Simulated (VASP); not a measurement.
Given:

```
CELL_PARAMETERS angstrom
      5.02797     2.50348     2.50348
      2.50348     5.02797     2.50348
      2.50348     2.50348     5.02797
ATOMIC_POSITIONS crystal
  Mn 0.00000 0.00000 0.00000
  Mn 0.50000 0.50000 0.50000
  S  0.25000 0.25000 0.25000
  S  0.75000 0.75000 0.75000
```
Starting moments (μB, in the order of the record's atoms Mn Mn S S): 4.1 -4.1 0.0 0.0.

Method: PBE GGA with D3 dispersion (Becke-Johnson damping), VASP's PBE PAW potentials (set 64) (plane waves; VASP). Numerical set-up: 520 eV cut-off, Gaussian smearing of 0.050 eV, potentials Mn_pv S.

### Question
Estimate the cell moment, band gap (along the path) with the smallest direct gap where there is one.

### Answer

The band gap (along the path) is 0.46 eV and the smallest direct gap (along the path) is 0.89 eV. The cell moment is 0.00 μB.

Only differences to runs with the same potentials and settings are physical.

The compound is MnS in the rock salt, AFM-II order structure. It was relaxed first, which changed the volume by -10 %.
